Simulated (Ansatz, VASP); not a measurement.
## Cross-check of SiO2 (Cristobalite) between VASP and Ansatz

One calculation is typed for both programs; each brings its own data sets. How far apart do they land? The cell is taken from a series of runs on this material, whose earlier steps may have relaxed, scaled, displaced or heated it; both programs get it as it stands.

Program: Ansatz 0.2.0. Level of theory: plane waves, with VASP 6.6.1 beside it; zone-centre phonons at LDA. Results are calculated unless marked as measured.

## Step 1: Set-up

Symmetry: P4_12_12, No. 92, tetragonal system. The conventional cell has a = 5.001 Å, b = 5.001 Å, c = 6.979 Å, α = 90.00°, β = 90.00°, γ = 90.00°. Nearest to O lie 2 Si at 1.61 Å. Si has 4 O at 1.61 Å nearest. Farther neighbours and most contacts between anions are not listed.

## Step 2: Ansatz: zone-centre phonons, LDA

Ansatz runs on its PAW soft_1 files.

Second derivatives magnify differences that forces hide, and they need a tight electronic threshold.

Input file input.yaml:

```yaml
crystal:
  lattice:
    - [5.0013506314, 0.0, 0.0]
    - [0.0, 5.0013506314, 0.0]
    - [0.0, 0.0, 6.9786231354]
  atoms:
    - { symbol: O, position: [0.2398718669, 0.1005119846, 0.1771139139] }
    - { symbol: O, position: [0.3994880154, 0.7398718669, 0.4271139139] }
    - { symbol: O, position: [0.7601281331, 0.8994880154, 0.6771139139] }
    - { symbol: O, position: [0.6005119846, 0.2601281331, 0.9271139139] }
    - { symbol: O, position: [0.7398718669, 0.3994880154, 0.5728860861] }
    - { symbol: O, position: [0.8994880154, 0.7601281331, 0.3228860861] }
    - { symbol: O, position: [0.2601281331, 0.6005119846, 0.0728860861] }
    - { symbol: O, position: [0.1005119846, 0.2398718669, 0.8228860861] }
    - { symbol: Si, position: [0.2978941128, 0.2978941128, 0.0] }
    - { symbol: Si, position: [0.2021058872, 0.7978941128, 0.25] }
    - { symbol: Si, position: [0.7021058872, 0.7021058872, 0.5] }
    - { symbol: Si, position: [0.7978941128, 0.2021058872, 0.75] }
kpoints:
  mp_grid: { grid: [4, 4, 4] }
hamiltonian:
  xc: lda
  pseudopotentials: { kind: paw, azcp: { folder: soft_1 }, xc_functional: pbe }
scf:
  occupations: { method: fixed }
output:
  eigenvalues: true
phonons:
  method: dfpt
  dielectric: true
  rigid_motions: translations
```

Launch:

```
$ ansatz run input.yaml --threads 8 --pin off --max-ram 20480MiB --backend cpu --events-out ev --progress --plain --runs-dir out
```

Numbers of over 12 decimals in the logs are rounded to 6 here.

Output:

```text
Engine: ansatz 0.2.0, aarch64-unknown-linux-gnu
Pseudopotentials: kind: paw
Pseudopotential: O, paw, valence charge 6, recommended cutoff 420 eV (normal), soft_1/O.paw.azcp
Pseudopotential: Si, paw, valence charge 4, recommended cutoff 420 eV (normal), soft_1/Si.paw.azcp
Functional definition: SPW92
  exchange = slater_x
  correlation = pw_c
Crystal: 12 atoms, lattice volume = 174.560 Å³
Basis set: ecut = 420 eV, 3419 PW (Γ), exchange–correlation on 72×72×96 points (8 copies of the dense FFT grid, shifted against one another)
Bands: 44, of which v1, the nominal top of the filled ones, is band 32 counted from 1 (31 counted from 0)
Symmetry: 8 space group operations
k-points: 36 of 64 (irreducible under 1 space group operation, time reversal used)
Non-local potential: O, projectors of the file, l = 0: 2, l = 1: 2, l = 2: 1
Non-local potential: Si, projectors of the file, l = 0: 2, l = 1: 2, l = 2: 1
PAW form: soft (Blöchl's): semilocal exchange-correlation on the pseudo side does not see the compensation charge
PAW frozen core: O, regenerated for the run's functional, and the local potential with it (the file was generated under x = pbe(κ = 0.804, μ = 0.219515), c = pbe(β = 0.066725))
PAW frozen core: Si, regenerated for the run's functional, and the local potential with it (the file was generated under x = pbe(κ = 0.804, μ = 0.219515), c = pbe(β = 0.066725))
PAW one-centre angular grid: O, 110 points (default); XC on 64 Gauss nodes
PAW one-centre angular grid: Si, 110 points (default); XC on 64 Gauss nodes
Initial density: superposition of atomic densities (chi_scale 0.1, normalization cell, long waves kept (reshape's long-wave potential 0.00 eV rms))
Initial wavefunctions: pseudopotential atomic-orbital guess
Functional: x = slater, c = lda
SCF iter   1: F=—  HF=-6897.460542 eV  |F-HF|=—  |Δ(HF+E_count)|=         —  Δρ=1.19e-1  dr2=2.22e1  ethr=3.10e-3  ⟨swp⟩=4.8  Hψ=6343  notcnv=0  defer=328
preconditioner: auto → Resta (q_TF=auto, 2.308 Å⁻¹)  ε∞=2.6  [insulator: Δε(μ)=7.206 eV  Ē_g=17.880 eV  n_scr=36 (ndim 8)  ℏωp=22.5 eV  f_vac=0.122  ε∞_Penn≈2.6]
SCF iter   2: F=—  HF=-6891.140643 eV  |F-HF|=—  |Δ(HF+E_count)|=    6.32e0  Δρ=4.10e-2  dr2=1.20e0  ethr=3.10e-3  ⟨swp⟩=4.1  Hψ=4293  notcnv=0  defer=333
SCF iter   3: F=—  HF=-6890.864201 eV  |F-HF|=—  |Δ(HF+E_count)|=   2.76e-1  Δρ=1.90e-2  dr2=3.73e-1  ethr=1.87e-3  ⟨swp⟩=2.1  Hψ=1512  notcnv=0  defer=351
SCF iter   4: F=—  HF=-6890.778469 eV  |F-HF|=—  |Δ(HF+E_count)|=   8.57e-2  Δρ=1.47e-3  dr2=3.17e-3  ethr=5.83e-4  ⟨swp⟩=3.1  Hψ=2621  notcnv=0  defer=356
SCF iter   5: F=—  HF=-6890.780809 eV  |F-HF|=—  |Δ(HF+E_count)|=   2.34e-3  Δρ=2.82e-4  dr2=1.57e-4  ethr=4.96e-6  ⟨swp⟩=2.7  Hψ=2678  notcnv=0  defer=358
SCF iter   6: F=—  HF=-6890.780856 eV  |F-HF|=—  |Δ(HF+E_count)|=   4.71e-5  Δρ=6.17e-5  dr2=7.77e-6  ethr=2.46e-7  ⟨swp⟩=2.9  Hψ=2723  notcnv=0  defer=357
SCF iter   7: F=—  HF=-6890.780864 eV  |F-HF|=—  |Δ(HF+E_count)|=   7.91e-6  Δρ=8.79e-6  dr2=1.39e-7  ethr=1.21e-8  ⟨swp⟩=2.8  Hψ=2695  notcnv=0  defer=342
SCF iter   8: F=—  HF=-6890.780866 eV  |F-HF|=—  |Δ(HF+E_count)|=   2.61e-6  Δρ=2.02e-6  dr2=5.08e-9  ethr=2.18e-10  ⟨swp⟩=2.3  Hψ=2396  notcnv=0  defer=274
SCF iter   9: F=-6890.780866 eV  HF=-6890.780866 eV  |F-HF|=1.09e-10  |Δ(HF+E_count)|=   4.96e-9  Δρ=2.35e-7  dr2=6.15e-11  ethr=1.00e-12  ⟨swp⟩=17.4  Hψ=13689  notcnv=0
SCF 1 converged in 9 iterations: F = -6890.780866 eV  dr2 = 6.15e-11
  greatest PAW one-centre occupation: 0.855 electrons in one spin orbital (limit 2), on the O atom at site 7 (counted from 0), in its partial waves of l = 0
DFPT response loops at Γ: preconditioner auto → none (the input reference at scf.mixing.eps_inf says where Resta's filter doesn't serve); β = 0.50; Broyden in place of MSR1
── the response to a field inside a basis, on 4×4×4 k-points: an SCF that follows is theirs, and a resumed run solves both again ──
Bands: 33, of which v1, the nominal top of the filled ones, is band 32 counted from 1 (31 counted from 0)
k-points: 6 of 64 (time reversal used)
Initial density: handed on by an earlier stage of this run
Initial wavefunctions: pseudopotential atomic-orbital guess (no wavefunctions were taken with the density)
Eigensolver: Dense (6 Hₖ)
SCF iter   1: F=—  HF=-6890.608813 eV  |F-HF|=—  |Δ(HF+E_count)|=         —  Δρ=4.16e-4  dr2=8.74e-5  ethr=1.00e-1
preconditioner: auto → Resta (q_TF=auto, 2.308 Å⁻¹)  ε∞=3.6  [insulator: Δε(μ)=5.991 eV  Ē_g=13.996 eV  n_scr=36 (ndim 8)  ℏωp=22.5 eV  f_vac=0.226  ε∞_Penn≈3.6]
SCF iter   2: F=—  HF=-6890.608819 eV  |F-HF|=—  |Δ(HF+E_count)|=   5.48e-6  Δρ=1.94e-4  dr2=2.34e-5  ethr=1.37e-7
SCF iter   3: F=—  HF=-6890.608823 eV  |F-HF|=—  |Δ(HF+E_count)|=   4.69e-6  Δρ=6.45e-5  dr2=2.76e-6  ethr=3.65e-8
SCF iter   4: F=—  HF=-6890.608823 eV  |F-HF|=—  |Δ(HF+E_count)|=   1.34e-7  Δρ=6.46e-6  dr2=1.13e-7  ethr=4.31e-9
[...]
k-point 2: bands = [... 28 lower, 0.3987, 0.3987, 0.5130, 0.5130, 7.6275, 7.6275, 10.1606, 10.1606, ... 8 higher]
  k-point 35: bands = [... 28 lower, 0.2684, 0.2684, 0.2684, 0.2684, 9.8953, 9.8953, 9.8953, 9.8953, ... 8 higher]
--- Phonons (Γ-DFPT): 5 representative perturbations + reference, on 36 of 64 k-points (Σ response iterations 19) ---
  k mesh reduced under 1 symmetry operation, with k and −k counted as one. Each operation leaves every solved perturbation unchanged. A smaller set is not considered because the run solves the response to a homogeneous field
  ASR residual: 4.863e-5 → 0.000e0 eV/Å²; symmetrization residual: 2.072e-6 eV/Å²
  ASR residual per site (eV/Å²): 4.86e-5 4.86e-5 4.86e-5 4.86e-5 4.86e-5 4.86e-5 4.86e-5 4.86e-5 2.39e-5 2.39e-5 2.39e-5 2.39e-5
  Γ frequencies (cm⁻¹): 0.00 0.00 0.00 35.65 107.54 136.96 136.96 214.87 258.35 258.35 272.34 282.87 347.86 360.18 364.96 364.96 394.96 419.21 446.27 446.27 468.86 602.63 602.63 775.78 777.66 778.03 783.08 783.08 1084.61 1086.91 1086.91 1087.72 1090.95 1133.01 1201.01 1201.01
  ε∞ (high-frequency dielectric tensor):
        2.272744     0.000000    -0.000000
        0.000000     2.272744     0.000000
       -0.000000     0.000000     2.263273
  ε⁰ (static dielectric tensor: ions relaxed, cell fixed):
        4.109477    -0.000000    -0.000000
       -0.000000     4.109477    -0.000000
       -0.000000    -0.000000     3.915823
  ε⁰ − ε∞ (ionic part):
        1.836733    -0.000000    -0.000000
       -0.000000     1.836733    -0.000000
       -0.000000    -0.000000     1.652550
  softest optical mode at Γ: 35.65 cm⁻¹; the repairs (sum rule, projections) moved no ω² at Γ by more than (1.52 cm⁻¹)²
  Born effective charges Z* (e; rows j = field, columns β = displacement):
    site 0:
        -1.03333   -0.15387    0.06756
        -0.21357   -2.32749    0.83835
         0.20401    0.83778   -1.66094
    site 1:
        -2.32749    0.21357   -0.83835
         0.15387   -1.03333    0.06756
        -0.83778    0.20401   -1.66094
    site 2:
        -1.03333   -0.15387   -0.06756
        -0.21357   -2.32749   -0.83835
        -0.20401   -0.83778   -1.66094
    site 3:
        -2.32749    0.21357    0.83835
         0.15387   -1.03333   -0.06756
         0.83778   -0.20401   -1.66094
    site 4:
        -1.03333    0.15387   -0.06756
         0.21357   -2.32749    0.83835
        -0.20401    0.83778   -1.66094
    site 5:
[...]
site 6:
[...]
site 7:
[...]
site 8:
[...]
site 9:
[...]
site 10:
[...]
site 11:
[...]
Z* charge neutrality: 4.284e-3 e pre-enforcement
  solved inside a basis spanned on kpoints, on 4×4×4 k-points, its susceptibility summed on 8×8×6: ε∞ is read to err by 8.1e-3, Z* by 1.2e-2 e (field_mesh: kpoints solves on kpoints); Z* is corrected for what the basis lacks
  optical modes at Γ without the LO–TO term, one row a degenerate level:
      ω (cm⁻¹)  modes    IR ((D/Å)²/amu)
[...]
optical modes at Γ + LO–TO along q̂ = [1.0000, 0.0000, 0.0000]:
      ω (cm⁻¹)  modes    IR ((D/Å)²/amu)
[...]
optical modes at Γ + LO–TO along q̂ = [0.0000, 1.0000, 0.0000]:
      ω (cm⁻¹)  modes    IR ((D/Å)²/amu)
[...]
optical modes at Γ + LO–TO along q̂ = [0.0000, 0.0000, 1.0000]:
      ω (cm⁻¹)  modes    IR ((D/Å)²/amu)
[...]
783.08      2             0.0400
        795.56      1             3.6064
       1084.61      1             0.0000
       1086.91      2           119.1198
       1087.72      1             0.0000
       1133.01      1             0.0000
       1201.01      2             2.1649
       1236.68      1            67.3547
```

(Part 1 of 3 ends here.)

[Lines on the potential files, build, host, timing and source positions are cut from VASP's logs without a mark.]

[Logs are printed without paths, hosts, clocks, repeated set-up lines and the standing remarks that a program may print on its own settings, such as how far it seeks lower states.]

[Hosts, paths, dates, database ids (printed as entryN), source tags and the programs' standing remarks are cut or masked in the printed files.]
